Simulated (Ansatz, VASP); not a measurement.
# SiO2 (SiO2 (P3_121)) in two plane-wave programs, part 2 of 2

One calculation is typed for both programs; each brings its own data sets. How far apart do they land? The cell is taken from a series of runs on this material, whose earlier steps may have relaxed, scaled, displaced or heated it; both programs get it as it stands.

VASP 6.6.1 and Ansatz 0.2.0.

So far. Step 2 (VASP: single point, PBE0 form with 40 % exact exchange …): The run ends at a pressure of -2.53 GPa, with forces up to 0.22 eV/Å.

### 3. Ansatz: single point, PBE0 form with 40 % exact exchange with an exact-exchange share of 0.4

Level of this step: Ansatz beside VASP: Kohn-Sham DFT, plane waves, PBE0 form with 40 % exact exchange (Ansatz).

Ansatz runs on its PAW soft_1 files.

The same cell, functional, mesh and smearing now go to Ansatz.

The input, input.yaml:

```yaml
crystal:
  lattice:
    - [4.921102068117, 1.087358806487e-09, 0.0]
    - [-2.460551028117, 4.261799401087, 0.0]
    - [0.0, 0.0, 10.83306952]
  atoms:
    - { symbol: Si, position: [0.5298371016546, 0.5298371016546, -1.290468693307e-20] }
    - { symbol: Si, position: [-8.326672684689e-17, 0.4701628983454, 0.3333333333333] }
    - { symbol: Si, position: [0.4701628983454, 3.981029002701e-20, 0.1666666666667] }
    - { symbol: O, position: [0.2669852738121, 0.413456455344, 0.3930950305249] }
    - { symbol: O, position: [0.586543544656, 0.8535288184681, 0.05976169719158] }
    - { symbol: O, position: [0.1464711815319, 0.7330147261879, 0.2264283638583] }
    - { symbol: O, position: [0.413456455344, 0.2669852738121, 0.1069049694751] }
    - { symbol: O, position: [0.7330147261879, 0.1464711815319, 0.2735716361417] }
    - { symbol: O, position: [0.8535288184681, 0.586543544656, 0.4402383028084] }
    - { symbol: Si, position: [0.5298371016546, 0.5298371016546, 0.5] }
    - { symbol: Si, position: [-8.326672684689e-17, 0.4701628983454, 0.8333333333333] }
    - { symbol: Si, position: [0.4701628983454, 3.981029002701e-20, 0.6666666666667] }
    - { symbol: O, position: [0.2669852738121, 0.413456455344, 0.8930950305249] }
    - { symbol: O, position: [0.586543544656, 0.8535288184681, 0.5597616971916] }
    - { symbol: O, position: [0.1464711815319, 0.7330147261879, 0.7264283638583] }
    - { symbol: O, position: [0.413456455344, 0.2669852738121, 0.6069049694751] }
    - { symbol: O, position: [0.7330147261879, 0.1464711815319, 0.7735716361417] }
    - { symbol: O, position: [0.8535288184681, 0.586543544656, 0.9402383028084] }
basis:
  ecutwfc: 420.0
  ecutrho_ratio: 4
  xc_grid: 2
  fft_grid_basis: typed
  precision: f64
kpoints:
  mp_grid: { grid: [2, 2, 1] }
  band_path: { path: [VBM, CBM], npoints: 1 }
hamiltonian:
  xc: { preset: pbe0, exx: 0.4 }
  pseudopotentials:
    kind: paw
    azcp: { folder: soft_1, O: "soft_1/O.paw.azcp", Si: "soft_1/Si.paw.azcp" }
scf:
  max_iter: 60
  occupations: { method: fermi_dirac, width: 0.01 }
output:
  forces: true
checkpoint:
  write: "../host.hyb2.run"
  compress: false
  write_wavefunctions: true
  write_every: 100000
```

Run with:

```console
ansatz run input.yaml --threads 8 --pin off --max-ram 18841MiB --backend cpu --events-out ev --progress --plain --runs-dir out
```

Numbers of over 12 decimals in the logs are rounded to 6 here.

The log of the run:

```text
Engine: ansatz 0.2.0, aarch64-unknown-linux-gnu
Pseudopotentials: kind: paw
Pseudopotential: Si, paw, valence charge 4, recommended cutoff 420 eV (normal), soft_1/Si.paw.azcp
Pseudopotential: O, paw, valence charge 6, recommended cutoff 420 eV (normal), soft_1/O.paw.azcp
Functional definition: unnamed
  parameter a_1 = 0.4
  exchange = (1 - a_1)*pbe_x + a_1*exact_x
  correlation = pbe_c
Crystal: 18 atoms, lattice volume = 227.199 Å³
Basis set: ecut = 420 eV, 4447 PW (Γ), exchange–correlation on 72×72×150 points (8 copies of the dense FFT grid, shifted against one another)
Bands: 66, of which v1, the nominal top of the filled ones, is band 48 counted from 1 (47 counted from 0)
Symmetry: 12 space group operations
Space group: P3121 (ITA 152), of the structure as read, at distance tolerance 6.1e-5 Å
k-points: 2 of 4
Non-local potential: Si, projectors of the file, l = 0: 2, l = 1: 2, l = 2: 1
Non-local potential: O, projectors of the file, l = 0: 2, l = 1: 2, l = 2: 1
PAW form: soft (Blöchl's): semilocal exchange-correlation on the pseudo side does not see the compensation charge
PAW frozen core: Si, regenerated for the run's functional, and the local potential with it (the file was generated under x = pbe(κ = 0.804, μ = 0.219515), c = pbe(β = 0.066725))
PAW frozen core: O, regenerated for the run's functional, and the local potential with it (the file was generated under x = pbe(κ = 0.804, μ = 0.219515), c = pbe(β = 0.066725))
PAW one-centre angular grid: Si, 110 points (default); XC on 64 Gauss nodes
PAW one-centre angular grid: O, 110 points (default); XC on 64 Gauss nodes
Initial density: superposition of atomic densities (chi_scale 0.1, normalization cell, long waves kept (reshape's long-wave potential 0.01 eV rms))
Initial wavefunctions: pseudopotential atomic-orbital guess
Functional: x = pbe(κ = 0.804, μ = 0.219515), c = pbe(β = 0.066725), warm-up for x = 0.6 pbe(κ = 0.804, μ = 0.219515) + 0.4 exact, c = pbe(β = 0.066725)
SCF iter   1: F=—  HF=-10654.425068 eV  |F-HF|=—  |Δ(HF+E_count)|=         —  Δρ=1.36e-1  dr2=3.72e1  ethr=1.00e-1  ⟨swp⟩=6.5  Hψ=464  notcnv=0
preconditioner: auto → none  [insulator: Δε(μ)=7.406 eV  Ē_g=18.238 eV  σ=0.010 eV  W_gap=1.00  n_scr=50 (ndim 8)  ℏωp=24.1 eV  f_vac=0.004  D(μ)=0.00/eV (n_scr^D=0)]
iter 2 solved again at ethr=1.41e-3 eV; its pass at ethr=3.87e-2 eV (dr2=1.35e0 eV) is discarded
SCF iter   2: F=—  HF=-10644.278296 eV  |F-HF|=—  |Δ(HF+E_count)|=    1.01e1  Δρ=3.68e-2  dr2=1.40e0  ethr=1.41e-3  ⟨swp⟩=7.0  Hψ=687  notcnv=0  defer=1
SCF iter   3: F=—  HF=-10644.294240 eV  |F-HF|=—  |Δ(HF+E_count)|=   1.59e-2  Δρ=1.48e-2  dr2=2.64e-1  ethr=1.41e-3  ⟨swp⟩=2.5  Hψ=265  notcnv=0
SCF iter   4: F=-10644.344912 eV  HF=-10644.345604 eV  |F-HF|=6.93e-4  |Δ(HF+E_count)|=   5.14e-2  Δρ=1.33e-3  dr2=2.94e-3  ethr=2.75e-4  ⟨swp⟩=4.5  Hψ=309  notcnv=0
SCF 1 stopped early in 4 iterations: F = -10644.344912 eV  dr2 = 2.94e-3
  greatest PAW one-centre occupation: 0.861 electrons in one spin orbital (limit 2), on the O atom at site 17 (counted from 0), in its partial waves of l = 0
Initial density: handed on by an earlier stage of this run
Initial wavefunctions: those handed on with the density
Functional: x = 0.6 pbe(κ = 0.804, μ = 0.219515) + 0.4 exact, c = pbe(β = 0.066725)
Frozen-core exchange: fock
SCF iter   1: F=—  HF=-10651.523587 eV  |F-HF|=—  |Δ(HF+E_count)|=         —  Δρ=1.09e-2  dr2=1.90e-1  ethr=3.06e-5  ⟨swp⟩=7.5  Hψ=603  notcnv=0
preconditioner: auto → none  [insulator: Δε(μ)=10.158 eV  Ē_g=22.327 eV  σ=0.010 eV  W_gap=1.00  n_scr=50 (ndim 8)  ℏωp=24.1 eV  f_vac=0.110  D(μ)=0.00/eV (n_scr^D=0)]
SCF iter   2: F=—  HF=-10651.444621 eV  |F-HF|=—  |Δ(HF+E_count)|=   7.90e-2  Δρ=2.94e-3  dr2=3.42e-2  ethr=3.06e-5  ⟨swp⟩=4.0  Hψ=422  notcnv=0
SCF iter   3: F=—  HF=-10651.567569 eV  |F-HF|=—  |Δ(HF+E_count)|=   1.23e-1  Δρ=1.59e-3  dr2=6.58e-3  ethr=1.26e-5  ⟨swp⟩=5.5  Hψ=473  notcnv=0
SCF iter   4: F=—  HF=-10651.565439 eV  |F-HF|=—  |Δ(HF+E_count)|=   2.13e-3  Δρ=1.29e-4  dr2=6.44e-4  ethr=5.46e-6  ⟨swp⟩=3.0  Hψ=305  notcnv=0
SCF iter   5: F=—  HF=-10651.569027 eV  |F-HF|=—  |Δ(HF+E_count)|=   3.59e-3  Δρ=2.75e-4  dr2=1.92e-4  ethr=1.90e-8  ⟨swp⟩=5.0  Hψ=542  notcnv=0
SCF iter   6: F=-10651.568968 eV  HF=-10651.568969 eV  |F-HF|=3.75e-7  |Δ(HF+E_count)|=   5.82e-5  Δρ=2.11e-5  dr2=2.94e-5  ethr=1.90e-8  ⟨swp⟩=4.5  Hψ=393  notcnv=0
SCF 2 stopped early in 6 iterations: F = -10651.568968 eV  dr2 = 2.94e-5
  Residual-converged pass: ⟨swp⟩=4.0  Hψ=329  notcnv=0  max |occ|·‖R‖ = 6.4e-6 eV (tolerance 6.7e-6 eV)  dr2=2.94e-5  dr2_onsite=8.71e-8  max |Δocc| = 0.0e0
  greatest PAW one-centre occupation: 0.866 electrons in one spin orbital (limit 2), on the O atom at site 17 (counted from 0), in its partial waves of l = 0
hybrid outer 1: dexx = +1.594e-1 eV, tail = 4.43e-4 eV
Frozen-core exchange: fock
SCF iter   1: F=—  HF=-10651.571133 eV  |F-HF|=—  |Δ(HF+E_count)|=         —  Δρ=1.09e-4  dr2=9.04e-6  ethr=2.31e-6  ⟨swp⟩=7.0  Hψ=322  notcnv=0
preconditioner: auto → none  [insulator: Δε(μ)=10.213 eV  Ē_g=22.318 eV  σ=0.010 eV  W_gap=1.00  n_scr=50 (ndim 8)  ℏωp=24.1 eV  f_vac=0.130  D(μ)=0.00/eV (n_scr^D=0)]
SCF iter   2: F=—  HF=-10651.571149 eV  |F-HF|=—  |Δ(HF+E_count)|=   1.62e-5  Δρ=4.68e-5  dr2=3.19e-6  ethr=7.66e-9  ⟨swp⟩=5.0  Hψ=413  notcnv=0  defer=1
SCF iter   3: F=—  HF=-10651.571148 eV  |F-HF|=—  |Δ(HF+E_count)|=   6.50e-7  Δρ=1.56e-5  dr2=2.40e-7  ethr=2.89e-9  ⟨swp⟩=3.0  Hψ=256  notcnv=0
SCF iter   4: F=—  HF=-10651.571149 eV  |F-HF|=—  |Δ(HF+E_count)|=   5.57e-7  Δρ=6.88e-6  dr2=4.83e-8  ethr=1.91e-10  ⟨swp⟩=6.0  Hψ=399  notcnv=0  defer=1
SCF iter   5: F=-10651.571149 eV  HF=-10651.571149 eV  |F-HF|=6.35e-10  |Δ(HF+E_count)|=   1.95e-8  Δρ=7.41e-7  dr2=1.81e-9  ethr=4.52e-11  ⟨swp⟩=3.5  Hψ=299  notcnv=0
SCF 3 converged in 5 iterations: F = -10651.571149 eV  dr2 = 1.81e-9
  Residual-converged pass: ⟨swp⟩=4.0  Hψ=324  notcnv=0  max |occ|·‖R‖ = 1.3e-6 eV (tolerance 1.3e-6 eV)  dr2=1.60e-9  dr2_onsite=9.42e-11  max |Δocc| = 0.0e0
hybrid outer 2: dexx = +1.141e-5 eV, tail = 3.18e-7 eV, Δε = 3.85e-3 eV (about 1.28e-4 eV left of the loop's levels), ΔF = 1.36e-3 eV/Å (tail 6.25e-4)
NSCF: frozen V_eff on 34 k-points
NSCF: frozen V_eff on 34 k-points
[...]
hybrid SCF converged: 2 outer / 11 inner (+4 warm-up), last move |dexx| = 1.14e-5 eV, tail = 3.18e-7 eV
Stability not checked: this state was not tested for a lower state beside it, because the functional holds exact exchange (a hybrid, or Hartree-Fock), whose exchange loop this test does not read (fock_operator; see scf.lower_state_search)
Free energy (F): -10651.571151 eV
Frozen-core exchange: fock
Harris-Foulkes:  -10651.571151 eV  (|F-HF|=6.35e-10)
Internal energy: -10651.571151 eV  (E = F + TS)
E sigma→0 (E₀):  -10651.571151 eV
Fermi energy:    4.725117 eV
--- Per-component energies (eV) ---
  E_band       = -761.792814
  E_kinetic    = 2358.782613
  E_local      = -5883.965779  (includes V_loc(G=0)·N_el)
  E_nonlocal   = 736.797634
  E_hartree    = 2165.998604
  E_xc         = -768.350110
  E_vxc        = -889.078150  (∫ρ·V_xc dr)
  E_exx        = -508.084872  (= α·E_x^exact, valence–valence)
  E_paw        = -4977.992840  (= ΣΔE_a)
  E_vpaw       = -400.157823  (= ΣTr[D̂ρ^β])
  E_aug_tail   = 0.009887  (compensation charges beyond the density's cutoff)
  E_ewald      = -3773.741032
  E_core_change = -1.025229  (= ΣΔE_core)
  E_smearing   = -0.000000  (= −TS)
  E_closure    = -0.000029  (closes the sum)
  Σ components = -10651.571151   (vs F -10651.571151, Δ=0.00e0)
--- Forces (eV/Å), atoms counted from 1 ---
  atom   1  Si     0.00338515     0.00586325     0.00000000
  atom   2  Si     0.00338515    -0.00586325    -0.00000000
  atom   3  Si    -0.00677030     0.00000000     0.00000000
  atom   4  O     -0.08670642     0.15289702     0.09811709
  atom   5  O     -0.08905950    -0.15153847     0.09811709
  atom   6  O      0.17576591    -0.00135855     0.09811709
  atom   7  O      0.17576591     0.00135855    -0.09811709
  atom   8  O     -0.08905950     0.15153847    -0.09811709
  atom   9  O     -0.08670642    -0.15289702    -0.09811709
  atom  10  Si     0.00338515     0.00586325     0.00000000
  atom  11  Si     0.00338515    -0.00586325    -0.00000000
  atom  12  Si    -0.00677030     0.00000000     0.00000000
  atom  13  O     -0.08670642     0.15289702     0.09811709
  atom  14  O     -0.08905950    -0.15153847     0.09811709
  atom  15  O      0.17576591    -0.00135855     0.09811709
  atom  16  O      0.17576591     0.00135855    -0.09811709
  atom  17  O     -0.08905950     0.15153847    -0.09811709
  atom  18  O     -0.08670642    -0.15289702    -0.09811709
  max |Σ_I F_I| component: 9.71e-17 eV/Å
--- Band table (eV) ---
  k-point 0: bands = [... 44 lower, -0.6811, -0.5824, -0.5824, -0.4579, 9.8262, 11.8925, 11.8925, 12.9435, ... 8 higher]
  k-point 1: bands = [... 44 lower, -0.9945, -0.6404, -0.5537, -0.3869, 12.2840, 13.0102, 13.2291, 13.5784, ... 8 higher]
  guard bands above this table: 6 of the run's 66 bands. The solve was not asked for them (output.publish_guard_bands: true or output.eigenvalues: true publishes all)
```

In the SCF lines HF is the Harris–Foulkes energy and dr2 the Hartree energy of the density residual, in eV; the loop may stop once dr2 is under the threshold and the program's other checks hold. Hψ counts applications of the Hamiltonian.

### 4. Differences

Known differences besides the potentials themselves: exact exchange at q = 0 is treated differently, which shows on coarse meshes; VASP keeps PBE cores, Ansatz makes them for the functional; the cutoff is 420 eV in Ansatz and 520 eV in VASP; VASP takes a coarser grid for exact exchange (PRECFOCK = Fast). Total energies have different zeros and are not compared.

Compared:

```tsv
quantity	Ansatz	VASP	difference
gap on the k mesh (eV)	10.213	10.268	-0.055
```

Forces on 7 of the 18 atoms, those with the largest forces and the largest differences (eV/Å; atoms numbered as in POSCAR):

```tsv
atom	Ansatz x, y, z	VASP x, y, z
O7	-0.087, 0.153, 0.098	-0.091, 0.170, 0.109
O9	0.176, -0.001, 0.098	0.193, -0.006, 0.109
O12	-0.087, -0.153, -0.098	-0.091, -0.170, -0.109
O13	-0.087, 0.153, 0.098	-0.091, 0.170, 0.109
O15	0.176, -0.001, 0.098	0.193, -0.006, 0.109
O16	0.176, 0.001, -0.098	0.193, 0.006, -0.109
O18	-0.087, -0.153, -0.098	-0.091, -0.170, -0.109
```

The forces differ by 12 meV/Å r.m.s., which is 11.1 % of the r.m.s. force of 0.105 eV/Å (both taken over all components). A gap on the mesh is an upper bound, since the band edges may lie between its points.

### 5. Summary of results

```
r.m.s. force difference (single point, PBE0 form with 40 % exact exchange with an exact-exchange share of 0.4)         : 12 meV/Å
difference in gap on the k mesh (single point, PBE0 form with 40 % exact exchange with an exact-exchange share of 0.4) : -0.055 eV
```

**Reading.** The r.m.s. force difference is 12 meV/Å (single point, PBE0 form with 40 % exact exchange with an exact-exchange share of 0.4), at about the 12 meV/Å picked in this series as the mark of a large difference. How closely two codes agree says nothing of how well the functional describes the real material.

[Lines on the potential files, build, host, timing and source positions are cut from VASP's logs without a mark.]

[Logs are printed without paths, hosts, clocks, repeated set-up lines and the standing remarks that a program may print on its own settings, such as how far it seeks lower states.]

[Hosts, paths, dates, database ids (printed as entryN), source tags and the programs' standing remarks are cut or masked in the printed files.]
